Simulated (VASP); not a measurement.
A VASP calculation is set up with these files.

File POSCAR:
```
Pb
1
    0.0000000000     2.4400193453     2.4400193453
    2.4400193453     0.0000000000     2.4400193453
    2.4400193453     2.4400193453    -0.0000000000
Pb
1
Direct
  0.0000000000   0.0000000000   0.0000000000
```

File KPOINTS:
```
Automatic mesh
0
G
  12 12 12
```

INCAR:
```
# general
SYSTEM  = Pb
PREC    = Accurate
ENCUT   = 400
LREAL   = .FALSE.
LASPH   = .TRUE.

# electronic loop
EDIFF   = 1E-6
NELM    = 100
ALGO    = Normal
LMAXMIX = 4

# smearing
ISMEAR  = 1
SIGMA   = 0.1

# ions
IBRION  = 2
NSW     = 60
ISIF    = 3
EDIFFG  = -0.01

# output
LWAVE   = .FALSE.
LCHARG  = .FALSE.
```

POTCAR, in this order: Pb_d (LDA.64 set). Program: vasp_std.

**Question.** Translate this LDA calculation to Ansatz.

**Answer.** One equivalent input (not run):
Ansatz 0.2 input:
```yaml
crystal:
  lattice:
    - [0.0000000, 2.4400193, 2.4400193]
    - [2.4400193, 0.0000000, 2.4400193]
    - [2.4400193, 2.4400193, 0.0000000]
  atoms:
    - { symbol: Pb, position: [0.0000000, 0.0000000, 0.0000000] }
kpoints:
  mp_grid: { grid: [12, 12, 12] }
hamiltonian:
  xc: lda
  pseudopotentials: { kind: paw }
scf:
  occupations: { method: methfessel_paxton, width: 0.1 }
  max_iter: 100
relax:
  max_steps: 60
  f_tol: 0.01
  cell: {}
output: { forces: true, stress: true, eigenvalues: true }
```
What does not carry over: each code has its own PAW files, so the cut-off isn't converted (ENCUT is set for VASP's; basis.ecutwfc is left out, and Ansatz then takes the one that its files recommend); Ansatz stops its SCF on the density residual and VASP on the energy change (EDIFF); Ansatz's lda is the Perdew-Wang form, while the LDA potentials of VASP carry Perdew-Zunger's.

The compound is Pb in the fcc structure. This run relaxes it. Symmetry was kept, so distortions that lower it aren't found. The start is the result of an earlier pass.
